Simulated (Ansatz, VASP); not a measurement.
# Cross-check of ZnS between VASP and Ansatz, part 2 of 2

Wanted: the spread between two codes on one cell, functional and k mesh. The cell is taken from a series of runs on this material, whose earlier steps may have relaxed, scaled, displaced or heated it; both programs get it as it stands.

VASP 6.6.1 and Ansatz 0.2.0.

So far: The starting structure; Ansatz: relaxation of cell and atoms, LDA; VASP: relaxation of cell and atoms, LDA; Side by side.

**5. VASP: zone-centre phonons, LDA**

Level of this step: LDA; plane waves and PAW (S, Zn) (VASP).

Second derivatives magnify differences that forces hide, and they need a tight electronic threshold.

File INCAR:

```
SYSTEM = ZnS
PREC = Accurate
ENCUT = 500
EDIFF = 1E-08
NELM = 120
ISMEAR = 0
SIGMA = 0.01
LREAL = .FALSE.
ALGO = Normal
GGA = PW92
NBANDS = 15
LORBIT = 11
LWAVE = .FALSE.
LCHARG = .FALSE.
ISIF = 2
IBRION = 8
LEPSILON = .TRUE.
LASPH = .TRUE.
GGA_COMPAT = .FALSE.
EFERMI = MIDGAP
KPAR = 2
```

File POSCAR:

```
ZnS
1.0
    0.0000000000      2.6483577803      2.6483577803
    2.6483577803      0.0000000000      2.6483577803
    2.6483577803      2.6483577803      0.0000000000
S Zn
1 1
Direct
    0.0000000000      0.0000000000      0.0000000000
    0.7500000000      0.7500000000      0.7500000000
```

File KPOINTS:

```
Automatic mesh
0
Gamma
10 10 10
0 0 0
```

The projector-augmented-wave data sets are S and Zn (LDA family, release 64).

Run with:

```sh
mpirun -np 2 vasp_std
```

Numbers of over 12 decimals in the logs are rounded to 6 here.

The program printed:

```text
[banner, memory and clock lines left out]
running    2 mpi-ranks, on    1 nodes
[...]
[... a notice as in an earlier step ...]

 LDA part: xc-table for (Slater(with rela. corr.)+PW92), standard interpolation
 POSCAR, INCAR and KPOINTS ok, starting setup
[...]
entering main loop
       N       E                     dE             d eps       ncg     rms          rms(c)
DAV:   1     0.796064923321E+02    0.79606E+02   -0.85277E+03  1410   0.142E+03
DAV:   2    -0.334581011028E+01   -0.82952E+02   -0.77934E+02  1571   0.263E+02
DAV:   3    -0.858977061433E+01   -0.52440E+01   -0.52156E+01  1753   0.638E+01
DAV:   4    -0.864451888253E+01   -0.54748E-01   -0.54735E-01  1634   0.677E+00
[...]
DAV:  11    -0.820576985546E+01    0.32120E-05   -0.10796E-05  2185   0.716E-02    0.421E-03
DAV:  12    -0.820576997581E+01   -0.12035E-06   -0.12713E-06  1704   0.123E-02    0.170E-03
DAV:  13    -0.820576998046E+01   -0.46457E-08   -0.51952E-08  1809   0.207E-03
   1 F= -.82057700E+01 E0= -.82057700E+01  d E =0.000000E+00
[...]
RMM:  11    -0.103847374770E+00   -0.99744E-08    0.79454E-09  9603   0.287E-05    0.543E-06
 first order change of Fermi-energy   0.30655E+00
 force on displaced ion       1 direction 1 :  -6.752  -0.000  -0.000
 Born effective charge ion    1 direction 1 :  -1.915   0.000   0.000
 Linear response progress:
  Degree of freedom:   2/  2
       N       E                     dE             d eps       ncg     rms          rms(c)
RMM:   1    -0.212640444101E+00   -0.21264E+00    0.35040E-04  7242   0.217E+00
RMM:   2    -0.210541807381E+00    0.20986E-02   -0.30977E-03  8220   0.469E-01    0.123E-01
RMM:   3    -0.210328353811E+00    0.21345E-03   -0.57637E-05  9669   0.683E-02    0.723E-02
RMM:   4    -0.210064275491E+00    0.26408E-03   -0.11753E-05  9558   0.266E-02    0.396E-03
[...]
RMM:   9    -0.210068850076E+00    0.17508E-06    0.10333E-08 10126   0.590E-05    0.145E-05
RMM:  10    -0.210068804566E+00    0.45510E-07    0.13271E-09 10136   0.299E-05    0.140E-06
RMM:  11    -0.210068805896E+00   -0.13301E-08    0.12211E-09  8828   0.179E-05    0.687E-07
 first order change of Fermi-energy  -0.30627E+00
 force on displaced ion       2 direction 1 :  -6.828  -0.000  -0.000
 Born effective charge ion    2 direction 1 :   1.911   0.000   0.000
 Born effective charges drift removed
 Linear response finished
```

Parts of OUTCAR (step 5):

```text
  Total        0.0446472      0.0446472      0.0446472      0.0000000      0.0000000      0.0000000
  in kB        1.9255038      1.9255038      1.9255038      0.0000000      0.0000000      0.0000000
  external PRESSURE =       1.9255038 kB  Pullay stress =       0.0000000 kB

 POSITION                                       TOTAL-FORCE (eV/Angst)
 -----------------------------------------------------------------------------------
      0.00000      0.00000      0.00000         0.000000     -0.000000      0.000000
      3.97254      3.97254      3.97254        -0.000000      0.000000     -0.000000
 -----------------------------------------------------------------------------------
    total drift:                                0.000001      0.000001      0.000001

 MACROSCOPIC STATIC DIELECTRIC TENSOR (including local field effects in DFT)
 ------------------------------------------------------
           6.144590     0.000000     0.000000
           0.000000     6.144590     0.000000
          -0.000000    -0.000000     6.144590
 ------------------------------------------------------

 MACROSCOPIC STATIC DIELECTRIC TENSOR IONIC CONTRIBUTION
 ------------------------------------------------------
           2.625054     0.000000     0.000000
           0.000000     2.625054     0.000000
           0.000000     0.000000     2.625054
 ------------------------------------------------------

[... 2 further parts left out ...]
```

The dielectric response converges more slowly with the mesh than energies do, so tensor and charges may still move on a finer one.

**6. Ansatz: zone-centre phonons, LDA**

The same cell, functional (in two slightly different forms) and mesh now go to Ansatz, which takes its cutoff from its data sets.

The cell is taken from a series of runs on this material, whose earlier steps may have relaxed, scaled, displaced or heated it; both programs get it as it stands.

File input.yaml:

```yaml
crystal:
  lattice:
    - [0.0, 2.6483577803, 2.6483577803]
    - [2.6483577803, 0.0, 2.6483577803]
    - [2.6483577803, 2.6483577803, 0.0]
  atoms:
    - { symbol: S, position: [0.0, 0.0, 0.0] }
    - { symbol: Zn, position: [0.75, 0.75, 0.75] }
kpoints:
  mp_grid: { grid: [10, 10, 10] }
hamiltonian:
  xc: lda
  pseudopotentials: { kind: paw, azcp: { folder: soft_1 }, xc_functional: pbe }
scf:
  occupations: { method: fixed }
output:
  eigenvalues: true
phonons:
  method: dfpt
  dielectric: true
  rigid_motions: translations
  field_mesh: kpoints
```

Run with:

```sh
ansatz run input.yaml --threads 4 --pin off --max-ram 10240MiB --backend cpu --events-out ev --progress --plain --runs-dir out
```

The program printed:

```text
[...]
Crystal: 2 atoms, lattice volume = 37.150 Å³
Basis set: ecut = 420 eV, 725 PW (Γ), exchange–correlation on 54×54×54 points (8 copies of the dense FFT grid, shifted against one another)
Bands: 13, of which v1, the nominal top of the filled ones, is band 9 counted from 1 (8 counted from 0)
Symmetry: 24 space group operations
k-points: 171 of 1000 (irreducible under 4 space group operations, time reversal used)
[...]
optical modes at Γ + LO–TO along q̂ = [1.0000, 0.0000, 0.0000]:
      ω (cm⁻¹)  modes    IR ((D/Å)²/amu)
[...]
optical modes at Γ + LO–TO along q̂ = [0.0000, 1.0000, 0.0000]:
      ω (cm⁻¹)  modes    IR ((D/Å)²/amu)
        290.72      2             7.7280
        347.21      1             3.8640
  optical modes at Γ + LO–TO along q̂ = [0.0000, 0.0000, 1.0000]:
      ω (cm⁻¹)  modes    IR ((D/Å)²/amu)
        290.72      2             7.7280
        347.21      1             3.8640
[key lines of the parts left out:]
SCF converged after 9 iterations
Free energy (F): -4117.442612 eV
Fermi energy:    6.298152 eV
```

**7. Comparison**

The two programs side by side:

| quantity | Ansatz | VASP | difference |
| --- | --- | --- | --- |
| ε∞ xx | 6.16 | 6.14 | +0.19 % |
| ε∞ yy | 6.16 | 6.14 | +0.19 % |
| ε∞ zz | 6.16 | 6.14 | +0.19 % |
| Born charge of S1 (mean of the diagonal) (e) | -1.90 | -1.91 | +0.01 |
| Born charge of Zn2 (mean of the diagonal) (e) | 1.90 | 1.91 | -0.01 |
| optical mode 1 to 3 (cm⁻¹) | 290.7 | 292.7 | -0.67 % |

Modes are paired by rising frequency, not by their patterns, so a pair may set unlike modes beside each other; they are those without the splitting of longitudinal modes.

**8. Results**

```
difference in volume (relaxation of cell and atoms, LDA)                                                          : -0.22 %
r.m.s. difference of the optical zone-centre modes, each program's sorted by frequency (zone-centre phonons, LDA) : 1.9 cm⁻¹
difference in optical mode 1 to 3 (zone-centre phonons, LDA)                                                      : -0.7 %
```

In words: The difference in volume is -0.22 % (relaxation of cell and atoms, LDA), within the 1.2 % picked in this series as the mark of a large difference, as far as the stopping tolerances let one tell. Among the rows given in per cent, the largest difference of the zone-centre phonons, LDA pair is in optical mode 1 to 3, -0.7 %. 1 further run of this series is not shown here. How closely two codes agree says nothing of how well the functional describes the real material.

[Lines on the potential files, build, host, timing and source positions are cut from VASP's logs without a mark.]

[Logs are printed without paths, hosts, clocks, repeated set-up lines and the standing remarks that a program may print on its own settings, such as how far it seeks lower states.]

[Hosts, paths, dates, database ids (printed as entryN), source tags and the programs' standing remarks are cut or masked in the printed files.]
